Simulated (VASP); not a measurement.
Input:

```
CELL_PARAMETERS angstrom
      2.84179     0.00000     0.00000
      0.00000     2.84179     0.00000
      0.00000     0.00000     2.84179
ATOMIC_POSITIONS crystal
  Ga 0.50000 0.50000 0.50000
  Co 0.00000 0.00000 0.00000
```

Method: r2SCAN meta-GGA, VASP's PBE PAW potentials (set 64) (plane waves; VASP 6.6.1). Run with 480 eV cut-off, 12×12×12 Γ-centred mesh, first-order Methfessel-Paxton smearing of 0.10 eV, potentials Ga_d Co.

Each relaxation starts from this cell; other phases were not tried.

Task: The cell is relaxed at 10 GPa. What happens?

Result: The volume per atom goes from 11.47 to 11.01 Å³ (-4.1 %), and the cell becomes a = b = c = 2.8027 Å, α = β = γ = 90.00°, space group Pm-3m.

Task: The cell is relaxed at 30 GPa. What happens?

Result: The volume per atom goes from 11.47 to 10.27 Å³ (-10.5 %), and the cell becomes a = 2.738 Å, b = 2.738 Å, c = 2.738 Å, α = 90.00°, β = 90.00°, γ = 90.00°, space group Pm-3m.

Failed runs are left out, and for metals the shear rows, which the mesh's noise covers.

The compound is CoGa in the CsCl type structure. The run is not spin-polarised, so no magnetic state was tried.
